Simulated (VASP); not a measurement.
Input:

```xyz
1
Lattice="0.0000 2.4749 2.4749 2.4749 0.0000 2.4749 2.4749 2.4749 0.0000" Properties=species:S:1:pos:R:3 pbc="T T T"
Bi     0.0000     0.0000     0.0000
```

Computed with PBEsol GGA, VASP's PBE PAW potentials (set 64) (plane waves; VASP). Settings: 480 eV cut-off, 12×12×12 Γ-centred mesh, first-order Methfessel-Paxton smearing of 0.10 eV, potentials Bi_d.

Unless said otherwise, spin-orbit coupling is left out, though it shifts the bands of the heavy elements here.

Problem. Predict the energy per atom (σ→0), band gap (on the k-mesh) with the smallest direct gap where there is one.

Solution. 
The band gap (on the k-mesh) is none (metal, semimetal or under 0.01 eV) and the energy per atom (σ→0) comes out as -4.168 eV/atom.

The structure was generated: Bi was put into the fcc type (Fm-3m), which need not be its known phase. It was relaxed first.
